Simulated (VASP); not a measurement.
Zn (hcp) is relaxed at rising pressure, each step from the one before. Symmetry mostly holds the structure type, and other phases were not tried. The mesh follows the cell, and a change of mesh leaves a small step in the series.

Input:

```cif
data_Zn2
_chemical_formula_sum 'Zn2'
_space_group_name_H-M_alt 'P63/mmc'
_space_group_IT_number 194
_space_group_name_Hall '-P 6c 2c'
_cell_length_a 2.66609
_cell_length_b 2.66609
_cell_length_c 4.92481
_cell_angle_alpha 90.000
_cell_angle_beta 90.000
_cell_angle_gamma 120.000
loop_
_atom_site_label
_atom_site_type_symbol
_atom_site_symmetry_multiplicity
_atom_site_Wyckoff_symbol
_atom_site_fract_x
_atom_site_fract_y
_atom_site_fract_z
_atom_site_occupancy
Zn1 Zn 2 c 0.33333 0.66667 0.25000 1
```

These are PBE GGA, VASP's PBE PAW potentials (set 64) (plane waves; VASP 6.6.1) values and carry that method's errors. Settings: 500 eV cut-off, 16×16×8 Γ-centred mesh, first-order Methfessel-Paxton smearing of 0.10 eV, potentials Zn.

```tsv
P (GPa)	V (Å³/atom)	H − H(0) (eV/atom)	space group	gap on the mesh (eV)	k-mesh
0	15.16	0.000	P6_3/mmc	0.00	16×16×8
5	?	?	P6_3/mmc	0.00	16×16×8
10	13.65	0.895	P6_3/mmc	0.00	16×16×8
20	12.70	1.714	P6_3/mmc	0.00	16×16×8
30	?	?	P6_3/mmc	0.00	17×17×8
45	11.20	3.563	P6_3/mmc	0.00	16×16×9
```

Question: What belongs in the gaps?

Answer: 
- 30, V (Å³/atom): 11.95
- 30, H − H(0) (eV/atom): 2.478
- 5, V (Å³/atom): 14.31
- 5, H − H(0) (eV/atom): 0.459

Pressures at which the relaxation failed are left out.

The compound is Zn in the hcp structure.
